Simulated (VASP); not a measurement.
Calculation: PBE GGA, VASP's PBE PAW potentials (set 64) (plane waves; VASP).

VASP input:

**INCAR**
```
ALGO=Normal
EDIFF=1E-5
ENCUT=520
GGA=PE
ISIF=2
ISMEAR=1
LASPH=.TRUE.
LCHARG=.FALSE.
LMAXMIX=6
LREAL=.FALSE.
LWAVE=.FALSE.
NELM=100
PREC=Accurate
SIGMA=0.1
SYSTEM=HfN
```

### POSCAR
```
HfN
1
    0.0000000000     2.2751530000     2.2109660000
    2.2292200000     0.0000000000     2.2109660000
    2.2292200000     2.2751530000     0.0000000000
Hf N
1 1
Direct
  0.0000000000   0.0000000000   0.0000000000
  0.4955090000   0.5044910000   0.5044910000
```

File KPOINTS:
```
Regular mesh
0
gamma
13 13 13
0 0 0
```

POTCAR, in this order: Hf_pv N (PBE.64 set). Program: vasp_std.

The run wrote:

**OSZICAR**
```
       N       E                     dE             d eps       ncg     rms          rms(c)
DAV:   1     0.395872651272E+02    0.39587E+02   -0.82883E+03  7586   0.129E+03
DAV:   2    -0.224874354548E+02   -0.62075E+02   -0.58684E+02 10038   0.259E+02
DAV:   3    -0.246958793912E+02   -0.22084E+01   -0.21852E+01  9681   0.421E+01
DAV:   4    -0.247140396467E+02   -0.18160E-01   -0.18098E-01  8853   0.381E+00
DAV:   5    -0.247143578318E+02   -0.31819E-03   -0.31753E-03  9845   0.357E-01    0.523E+01
DAV:   6    -0.217738134328E+02    0.29405E+01   -0.15173E+01  8788   0.284E+01    0.431E+01
DAV:   7    -0.217264381576E+02    0.47375E-01   -0.67704E-01  8788   0.755E+00    0.270E+01
DAV:   8    -0.217157574982E+02    0.10681E-01   -0.11367E-01  9007   0.315E+00    0.604E+00
DAV:   9    -0.217063959719E+02    0.93615E-02   -0.55357E-02  9016   0.163E+00    0.160E+00
DAV:  10    -0.217059465564E+02    0.44942E-03   -0.21407E-03  8927   0.428E-01    0.369E-01
DAV:  11    -0.217059518037E+02   -0.52473E-05   -0.22869E-04  9280   0.138E-01    0.706E-02
DAV:  12    -0.217059475312E+02    0.42725E-05   -0.11065E-05  4979   0.342E-02
   1 F= -.21705948E+02 E0= -.21705963E+02  d E =0.462076E-04
```

File OUTCAR:
```
------------------------ aborting loop because EDIFF is reached ----------------------------------------
  FORCE on cell =-STRESS in cart. coord.  units (eV):
  Direction    XX          YY          ZZ          XY          YZ          ZX
  --------------------------------------------------------------------------------------
  Total        1.9520888      0.3728556      2.6273643      0.0000000      0.0000000      0.0000000
  in kB      139.4551506     26.6364092    187.6961149      0.0000000      0.0000000      0.0000000
  external PRESSURE =     117.9292249 kB  Pullay stress =       0.0000000 kB
  volume of cell :       22.43
      direct lattice vectors                 reciprocal lattice vectors
     0.000000000  2.275153000  2.210966000    -0.224293699  0.219765440  0.226145495
     2.229220000  0.000000000  2.210966000     0.224293699 -0.219765440  0.226145495
     2.229220000  2.275153000  0.000000000     0.224293699  0.219765440 -0.226145495
 POSITION                                       TOTAL-FORCE (eV/Angst)
 -----------------------------------------------------------------------------------
      0.00000      0.00000      0.00000         0.280139      0.000000      0.000000
      2.24924      2.27515      2.21097        -0.280139      0.000000      0.000000
 -----------------------------------------------------------------------------------
    total drift:                               -0.000193      0.000000      0.000000
  FREE ENERGIE OF THE ION-ELECTRON SYSTEM (eV)
  ---------------------------------------------------
  free  energy   TOTEN  =       -21.7059475312 eV

  energy  without entropy=      -21.7059937387  energy(sigma->0) =      -21.70596293
```
(Selected blocks of OUTCAR.)

The compound is HfN in the rock salt structure. The cell was not relaxed at this level, atoms are displaced from their ideal sites. The run is one of a series of settings (EDIFF = 1E-5 against the base run), some of them coarse on purpose. The electron count is odd and the run is not spin-polarised, which forces a metal.
